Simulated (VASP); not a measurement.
Given:

```xyz
4
Lattice="3.7589 0.0000 0.0000 0.0000 3.7589 0.0000 0.0000 0.0000 3.7589" Properties=species:S:1:pos:R:3 pbc="T T T"
Tc     0.0000     1.8794     1.8794
Tc     1.8794     1.8794     0.0000
Tc     1.8794     0.0000     1.8794
Li     0.0000     0.0000     0.0000
```

Calculation: PBE GGA, VASP's PBE PAW potentials (set 64) (plane waves; VASP). Run with 400 eV cut-off, 7×7×7 Γ-centred mesh, Gaussian smearing of 0.10 eV, potentials Tc_pv Li_sv.

**Question.** Give the energies of bands 11 to 24 at the high-symmetry points, in eV from the Fermi level.

**Answer.** 
| band | Γ | X | M | R |
|---|---|---|---|---|
| 11 | -7.19 | -5.42 | -3.90 | -5.12 |
| 12 | -6.04 | -4.93 | -3.90 | -4.84 |
| 13 | -4.68 | -4.18 | -3.42 | -4.84 |
| 14 | -4.68 | -3.51 | -3.02 | -4.84 |
| 15 | -4.68 | -3.13 | -2.95 | -2.08 |
| 16 | -4.30 | -3.13 | -2.82 | -2.08 |
| 17 | -4.30 | -2.31 | -2.82 | -2.08 |
| 18 | 0.06 | -1.68 | -2.80 | -0.17 |
| 19 | 0.06 | -1.68 | -1.57 | -0.17 |
| 20 | 0.06 | -0.91 | -1.57 | -0.17 |
| 21 | 1.80 | -0.69 | -0.46 | 0.70 |
| 22 | 1.80 | -0.36 | -0.46 | 0.70 |
| 23 | 3.19 | 0.26 | -0.37 | 0.70 |
| 24 | 3.29 | 0.26 | 0.68 | 0.94 |

It has no gap at this level: it comes out as a metal or semimetal.

The structure was generated: LiTc3 was put into an ordered model structure, which need not be its known phase. The cell was not relaxed at this level.
